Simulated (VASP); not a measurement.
In2WSe3:

```
CELL_PARAMETERS angstrom
3.52733 -0.03132 0.00011
-3.58158 6.12023 0.00509
0.00049 0.01332 15.08859
ATOMIC_POSITIONS crystal
In 0.62407 0.16265 0.64400
In 0.70896 0.67703 0.63655
In 0.67519 0.19480 0.36876
In 0.72410 0.67321 0.37424
W 0.02601 0.01610 0.00348
W 0.04971 0.48848 0.00036
Se 0.28708 0.31929 0.89860
Se 0.35274 0.85051 0.91064
Se 0.32948 0.34015 0.10294
Se 0.33882 0.80548 0.10184
Se 0.98150 0.96031 0.50410
Se 0.05943 0.53779 0.49507
```

The cell was built by a generator and needn't be a form met in nature.

- Program: VASP 6.6.1
- Task: relaxation of cell and atoms
- Functional: PBE
- Potentials or basis: VASP PAW PBE potentials, release 64 (In_d, W_sv, Se)
- Cutoff: 520 eV
- k mesh: 7 × 7 × 2
- Occupations: gaussian, width 0.15 eV
- Spin: no spin polarisation

At the start: pressure 5.9 GPa; volume 27.00 Å³/atom.

Task: How do energy, volume and symmetry change on relaxing?

Result: Over 39 steps the energy falls by 205.1 meV/atom and the volume is 26.84 Å³/atom (-0.6 %); space group Pc (No. 7, to 0.05 Å).

The path:
```csv
step,energy change (eV),largest force (eV/Å),pressure (GPa),volume (Å³)
1,0.0000,5.0662,5.90,324.04
2,-0.5352,2.8181,-7.32,372.56
3,-1.5994,1.3964,-2.96,348.15
4,-2.1697,0.8266,-0.72,331.64
5,-2.2169,1.1788,0.01,326.10
6,-2.3661,0.5147,0.32,323.10
7,-2.3868,0.5612,0.43,320.94
8,-2.3885,0.4865,0.41,321.41
9,-2.4202,0.4102,-0.34,323.88
10,-2.4202,0.4110,-0.34,323.88
11,-2.4396,0.2304,0.17,322.37
12,-2.4396,0.2382,0.20,322.31
13,-2.4466,0.1887,-0.05,323.49
14,-2.4466,0.2060,-0.07,323.60
15,-2.4504,0.1046,-0.09,323.60
16,-2.4504,0.1130,-0.11,323.60
17,-2.4530,0.0761,0.04,322.68
18,-2.4529,0.1232,0.25,321.76
19,-2.4532,0.0941,0.24,322.11
20,-2.4532,0.0795,0.16,322.39
21,-2.4549,0.0811,0.02,322.70
22,-2.4552,0.1052,0.03,322.85
23,-2.4548,0.1633,-0.03,323.14
24,-2.4552,0.1353,-0.12,322.98
25,-2.4562,0.1179,-0.25,322.84
26,-2.4574,0.1190,-0.22,322.59
27,-2.4579,0.0589,0.10,321.67
28,-2.4580,0.0596,0.08,321.98
29,-2.4580,0.0559,0.12,321.75
30,-2.4580,0.0522,0.10,321.87
31,-2.4586,0.0452,0.12,321.91
32,-2.4590,0.0754,0.10,321.98
33,-2.4597,0.0352,-0.01,322.55
34,-2.4598,0.0367,-0.07,322.82
35,-2.4601,0.0336,-0.10,322.76
36,-2.4603,0.0609,-0.08,322.70
37,-2.4605,0.0393,0.04,322.21
38,-2.4605,0.0410,0.05,322.18
39,-2.4609,0.0297,0.00,322.11
```

Final structure:
```cif
data_structure
_symmetry_space_group_name_H-M 'P 1'
_symmetry_Int_Tables_number 1
_cell_length_a 3.4497
_cell_length_b 6.8747
_cell_length_c 15.7069
_cell_angle_alpha 88.973
_cell_angle_beta 90.166
_cell_angle_gamma 120.131
_cell_volume 322.11
loop_
_atom_site_label
_atom_site_type_symbol
_atom_site_fract_x
_atom_site_fract_y
_atom_site_fract_z
_atom_site_occupancy
In1 In 0.66875 0.16691 0.63984 1
In2 In 0.68779 0.66595 0.64098 1
In3 In 0.67702 0.17824 0.36776 1
In4 In 0.69923 0.67787 0.36682 1
W1 W 0.00828 0.99724 0.00290 1
W2 W 0.00854 0.49743 0.00288 1
Se1 Se 0.34578 0.33630 0.89857 1
Se2 Se 0.34581 0.83641 0.89848 1
Se3 Se 0.33837 0.32559 0.10710 1
Se4 Se 0.33807 0.82569 0.10717 1
Se5 Se 0.01182 0.00828 0.50406 1
Se6 Se 0.02764 0.50991 0.50401 1
```
